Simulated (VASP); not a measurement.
Data:

```
CELL_PARAMETERS angstrom
      0.00035     5.90130     5.88046
      5.90130     0.00035     5.88046
      2.95082     2.95082     0.00000
ATOMIC_POSITIONS crystal
  Zn 0.99920 0.99920 0.00159
  Zn 0.97323 0.51088 0.01589
  Zn 0.51088 0.97323 0.01589
  Zn 0.51595 0.51595 0.96810
  Te 0.12668 0.12668 0.24663
  Te 0.12697 0.62237 0.25067
  Te 0.62237 0.12697 0.25067
  S  0.62472 0.62472 0.25055
```

These are PBEsol GGA, VASP's PBE PAW potentials (set 64) (plane waves; VASP 6.6.1) values and carry that method's errors. Numerical set-up: 400 eV cut-off, 4×4×7 Γ-centred mesh, tetrahedra with Blöchl corrections, potentials Zn Te S.

Unless said otherwise, spin-orbit coupling is left out, though it shifts the bands of the heavy elements here.

What does the run give for the energy per atom (σ→0), band gap (on the k-mesh) with the smallest direct gap where there is one?

```json
{
  "band gap (on the k-mesh)": "0.47 eV",
  "smallest direct gap (on the k-mesh)": "0.47 eV",
  "energy per atom (σ→0)": "-3.115 eV/atom"
}
```

The absolute energy has meaning only against runs of the same code, potentials and settings.

The structure was generated: Zn4STe3 was put into an ordered model structure (Amm2), which need not be its known phase. It was relaxed first.
